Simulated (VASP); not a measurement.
Here is the system:

```
CELL_PARAMETERS angstrom
      3.23705    -3.38501     0.00000
      3.23705     3.38501     0.00000
      0.00000     0.00000     3.05359
ATOMIC_POSITIONS crystal
  Fe 0.50000 0.50000 0.50000
  Sb 0.00000 0.00000 0.00000
  O  0.30827 0.30827 0.00000
  O  0.69173 0.69173 0.00000
  O  0.19366 0.80634 0.50000
  O  0.80634 0.19366 0.50000
```

The numbers are results of PBEsol GGA with spin-orbit coupling, VASP's PBE PAW potentials (set 64) (plane waves; VASP), not measurements. Settings: 520 eV cut-off, 6×6×9 Γ-centred mesh, Gaussian smearing of 0.050 eV, potentials Fe Sb O.

The run has a spin-polarised start.

Task: Predict the energy per atom (σ→0), band gap (over mesh and band path) with the smallest direct gap where there is one.

Result: 
| Quantity | Result |
|---|---|
| band gap (over mesh and band path) | 0.03 eV |
| smallest direct gap (over mesh and band path) | 0.11 eV |
| energy per atom (σ→0) | -7.060 eV/atom |

Total energies compare only between runs with the same potentials, cut-off and functional.

The structure comes from a computed database's FeSbO4 entry (Cmmm); how it stands against other phases isn't given here. It was relaxed first.
